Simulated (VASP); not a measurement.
Given:

```xyz
12
Lattice="1.5399 -2.6672 0.0000 1.5399 2.6672 0.0000 0.0000 0.0000 15.1166" Properties=species:S:1:pos:R:3 pbc="T T T"
Si     1.5399    -2.6672    15.1142
Si     1.5399    -2.6672     7.5559
Si     1.5399    -0.8891    12.5937
Si     1.5399     0.8891     5.0354
Si     1.5399    -0.8891     2.5188
Si     1.5399     0.8891    10.0770
C      1.5399    -2.6672    13.2189
C      0.0000     0.0000     5.6606
C      1.5399    -0.8891    10.7037
C      1.5399     0.8891     3.1455
C      1.5399    -0.8891     0.6287
C      1.5399     0.8891     8.1870
```

Calculation: PBEsol GGA, VASP's PBE PAW potentials (set 64) (plane waves; VASP). Run with 520 eV cut-off, 15×15×3 Γ-centred mesh, Gaussian smearing of 0.010 eV, potentials Si C.

Problem. Give the direction-averaged independent-particle dielectric function (no local fields, no excitons; a broadening of 0.1 eV leaves a tail below the gap, and fine structure carries the noise of the k-mesh).

Solution. 
| ħω (eV) | ε₁ | ε₂ |
|---|---|---|
| 0.00 | 7.46 | 0.00 |
| 0.30 | 7.48 | 0.01 |
| 0.70 | 7.53 | 0.02 |
| 1.10 | 7.63 | 0.03 |
| 1.50 | 7.79 | 0.05 |
| 1.90 | 8.01 | 0.06 |
| 2.30 | 8.30 | 0.09 |
| 2.70 | 8.72 | 0.12 |
| 3.10 | 9.31 | 0.21 |
| 3.50 | 10.27 | 0.56 |
| 3.90 | 10.87 | 1.26 |
| 4.30 | 11.70 | 1.65 |
| 4.60 | 12.72 | 2.18 |
| 5.00 | 14.33 | 4.22 |
| 5.40 | 15.11 | 7.51 |
| 5.80 | 15.14 | 11.54 |
| 6.20 | 11.65 | 13.65 |
| 6.60 | 9.11 | 16.82 |
| 7.00 | 3.10 | 15.64 |
| 7.40 | 2.28 | 13.96 |
| 7.80 | 0.57 | 13.86 |
| 8.20 | -1.43 | 14.02 |
| 8.60 | -4.85 | 11.80 |
| 9.00 | -4.39 | 8.83 |
ε₂ peaks at 6.8 eV (height 18.0); ε₁(0) averages 7.46, so the electronic refractive index below the gap tends to √7.46 = 2.73.

The compound is SiC in the 6h structure. It was relaxed first.
